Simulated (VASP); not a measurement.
Nb2B: equation of state with PBE

Crystal: Nb2B.

```
Nb B
1.0
     4.40760    0.00000    0.00000
    -2.20380    3.81710    0.00000
     0.00000    0.00000    2.66855
Nb B
2 1
Direct
  0.33333 0.66667 0.50000
  0.66667 0.33333 0.50000
  0.00000 0.00000 0.00000
```

The cell was built by a generator and needn't be a form met in nature.

```yaml
Program: VASP 6.6.1
Task: equation of state
Functional: PBE
Potentials_or_basis: VASP PAW PBE potentials, release 64 (Nb_sv, B)
Cutoff: 520 eV
k_mesh: 7 × 7 × 10
Occupations: fermi-dirac, width 0.05 eV
Spin: no spin polarisation
Further_INCAR_settings: ALGO = Normal; EDIFF = 1e-07; NBANDS = 22
```

- Equilibrium volume: 14.96 Å³/atom
- Bulk modulus at fixed shape and positions: 162 GPa
- Pressure derivative of the bulk modulus: 4.0

Energy against volume, from the lowest point:
```csv
volume (Å³/atom),energy (meV/atom)
14.068,30.20
14.367,12.96
14.666,3.11
14.965,0.00
15.265,2.97
15.564,11.42
15.863,24.83
```

All runs of the series together: 4.1 min on 1 thread of Intel(R) Xeon(R) 6975P-C (Granite Rapids), with other jobs on the host.

Caveat: the cell was scaled at fixed shape and fractional positions, which overstates the stiffness of a crystal with free parameters, most of all of layers and chains.
